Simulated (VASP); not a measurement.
Given:

```
CELL_PARAMETERS angstrom
     -1.61805     1.58632     1.61805
      1.61805    -1.58632     1.61805
      1.61805     1.58632    -1.61805
ATOMIC_POSITIONS crystal
  W  0.00000 0.00000 0.00000
```

These are r2SCAN meta-GGA, VASP's PBE PAW potentials (set 64) (plane waves; VASP 6.6.1) values and carry that method's errors. Settings: 480 eV cut-off, 16×16×16 Γ-centred mesh, first-order Methfessel-Paxton smearing of 0.10 eV, potentials W_sv.

Question: Give the stress tensor in GPa (positive for a compressed cell).

Answer: 
```
-13.42    0.00    0.00
  0.00   -7.50    0.00
  0.00    0.00  -13.42
```
The pressure is its mean diagonal, -11.44 GPa.

The compound is W in the bcc structure. This cell was strained or had an atom moved on purpose.
